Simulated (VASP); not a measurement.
Consider the following.

```
CELL_PARAMETERS angstrom
     -1.67864     1.67864     1.67864
      1.67864    -1.67864     1.67864
      1.67864     1.67864    -1.67864
ATOMIC_POSITIONS crystal
  Li 0.00000 0.00000 0.00000
```

These are rev-vdW-DF2, VASP's PBE PAW potentials (set 64) (plane waves; VASP) values and carry that method's errors. Numerical set-up: 520 eV cut-off, 15×15×15 Γ-centred mesh, first-order Methfessel-Paxton smearing of 0.10 eV, potentials Li_sv.

Problem. What does the run give for the energy per atom (σ→0), band gap (on the k-mesh) with the smallest direct gap where there is one?

Solution. 
```json
{
 "band gap (on the k-mesh)": "none (metal, semimetal or under 0.01 eV)",
 "energy per atom (σ→0)": "-111.1 kJ/mol of atoms"
}
```

The compound is Li in the bcc structure. This cell is one point of a volume scan, at 0.94 of the reference volume.
